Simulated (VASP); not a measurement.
VASP runs on AgF share one base input (PBE GGA, plane waves, VASP's PBE PAW potentials (set 64)) and change the settings named in each case.

**INCAR**
```
SYSTEM=AgF
PREC=Accurate; ENCUT=400; LREAL=.FALSE.
LASPH=.TRUE.
EDIFF=1E-6; NELM=100; ALGO=Normal
LMAXMIX=4
ISMEAR=-1; SIGMA=0.1
GGA=PE
ISIF=2
LWAVE=.FALSE.; LCHARG=.FALSE.
```

File KPOINTS:
```
Automatic mesh
0
Gamma
6 5 1
0 0 0
```

### POSCAR
```
AgF
1
    3.0881920000     0.0000000000     0.0000000000
    0.0000000000     3.6481390000     0.0000000000
    0.0000000000     0.0000000000    16.2836260000
Ag F
2 2
Direct
  0.7500000000   0.8723000000   0.5701200000
  0.2500000000   0.3723000000   0.4298800000
  0.2500000000   0.5023000000   0.5545500000
  0.7500000000   0.0023000000   0.4454500000
```

POTCAR, in this order: Ag F (PBE.64 set). Program: vasp_std.

```
change                                                                                                                                      E(σ→0) (eV/atom)  largest force (eV/Å)  −TS (eV)
------------------------------------------------------------------------------------------------------------------------------------------  ----------------  --------------------  --------
base run                                                                                                                                             -2.6276                 3.716   -0.0240
GGA removed, POTCAR Ag F (LDA.64 set)                                                                                                                -3.3674                     …         …
GGA_COMPAT = .FALSE., LNONCOLLINEAR = .TRUE., LSORBIT = .TRUE., MAGMOM = 0.0 0.0 0.0 0.0 0.0 0.0 0.0 0.0 0.0 0.0 0.0 0.0, program vasp_ncl           -2.6383                     …         …
KPOINTS 4×4×1 Γ-centred mesh                                                                                                                         -2.6260                 3.705   -0.0353
```

**Question.** What belongs in the gaps?

**Answer.** 
- GGA removed, POTCAR Ag F (LDA.64 set), largest force (eV/Å): 2.744
- GGA removed, POTCAR Ag F (LDA.64 set), −TS (eV): -0.0260
- GGA_COMPAT = .FALSE., LNONCOLLINEAR = .TRUE., LSORBIT = .TRUE., MAGMOM = 0.0 0.0 0.0 0.0 0.0 0.0 0.0 0.0 0.0 0.0 0.0 0.0, program vasp_ncl, largest force (eV/Å): 3.709
- GGA_COMPAT = .FALSE., LNONCOLLINEAR = .TRUE., LSORBIT = .TRUE., MAGMOM = 0.0 0.0 0.0 0.0 0.0 0.0 0.0 0.0 0.0 0.0 0.0 0.0, program vasp_ncl, −TS (eV): -0.0253

Energies of different potentials or functionals have different zeros.  The cell holds a wide vacuum, so values per volume refer to the whole cell.

Left out are runs that ran out of time, are held back, or changed the cell or the kind of run, fixed moments of cells without a moment, rows past the twelfth, gaps on odd meshes, pressures of charged cells and columns that move by less than the noise.

The cell is a sheet or thin cut with vacuum, built from a generated structure.
